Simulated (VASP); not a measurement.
Given:

```yaml
crystal:
  lattice:
    - [1.50439, 0.86856, 5.72000]
    - [-1.50439, 0.86856, 5.72000]
    - [0.00000, -1.73712, 5.72000]
  atoms:
    - { symbol: Cu, position: [0.00000, 0.00000, 0.00000] }
    - { symbol: Cr, position: [0.50000, 0.50000, 0.50000], spin: 2.8 }
    - { symbol: O, position: [0.10835, 0.10835, 0.10835] }
    - { symbol: O, position: [0.89165, 0.89165, 0.89165] }
```

Method: PBE GGA, VASP's PBE PAW potentials (set 64) (plane waves; VASP 6.6.1). Run with 500 eV cut-off, Gaussian smearing of 0.050 eV, potentials Cu Cr_pv O.

The moments were started parallel, and other spin orders were not tried in this run.

Question: What does the run give for the cell moment, band gap (along the path) with the smallest direct gap where there is one?

Answer: 
The band gap (along the path) is 1.12 eV and the smallest direct gap (along the path) is 1.35 eV. The cell moment is 3.00 μB.

The absolute energy has meaning only against runs of the same code, potentials and settings.

The structure was generated: CrCuO2 was put into the delafossite type (R-3m), which need not be its known phase. It was relaxed first.
